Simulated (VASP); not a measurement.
A convergence study with VASP on CsPbBr₃ (space group no. 221 when undisturbed): one setting is varied, all else stays as given below, so the limit is that of these other settings. One atom is moved off its site, so that forces are finite.

```
CELL_PARAMETERS angstrom
      5.84065     0.00000     0.00000
      0.00000     5.84065     0.00000
      0.00000     0.00000     5.84065
ATOMIC_POSITIONS crystal
  Cs 0.00000 0.00000 0.00856
  Pb 0.50000 0.50000 0.50000
  Br 0.50000 0.00000 0.50000
  Br 0.00000 0.50000 0.50000
  Br 0.50000 0.50000 0.00000
```

Method: LDA (Ceperley-Alder, Perdew-Zunger), VASP's LDA PAW potentials (set 64) (plane waves; VASP). The tightest run used: 720 eV cut-off, 4×4×4 Γ-centred mesh, Fermi-Dirac smearing of 0.010 eV, potentials Cs_sv Pb_d Br.

Unless said otherwise, spin-orbit coupling is left out, though it shifts the bands of the heavy elements here. Gaps are read on the run's mesh, which can miss a band edge.

```csv
setting,E (eV/atom),pressure (GPa),largest force (eV/Å),gap on the mesh (eV),plane waves
ENCUT = 105,15.1052,-390.32,0.039,1.114,500
ENCUT = 120,4.2140,-215.33,0.012,1.458,624
ENCUT = 135,-0.5729,-111.26,0.014,1.374,739
ENCUT = 150,-2.3575,-57.13,0.009,1.359,847
ENCUT = 165,-3.1576,-27.84,0.007,1.319,972
ENCUT = 180,-3.4314,-13.80,0.007,1.294,1108
ENCUT = 210,-3.5496,-3.25,0.008,1.289,1406
ENCUT = 240,-3.5567,-1.02,0.008,1.288,1743
```

### Question
These are the cheaper rows. Estimate the results at ENCUT = 720, and how far the last row shown lies from them.

### Answer

```
quantity              tightest run  last row shown is off by
--------------------  ------------  ------------------------
E (eV/atom)                -3.5583                    0.0016
pressure (GPa)               -0.68                     -0.35
largest force (eV/Å)         0.008                     0.000
gap on the mesh (eV)         1.288                     0.000
```

Left out are rungs that failed or repeat a setting and relaxations that didn't move; long series are thinned to 24 rows.

The structure is a typed CsPbBr3 crystal (space group no. 221). The cell was not relaxed at this level, it is distorted from the ideal structure.
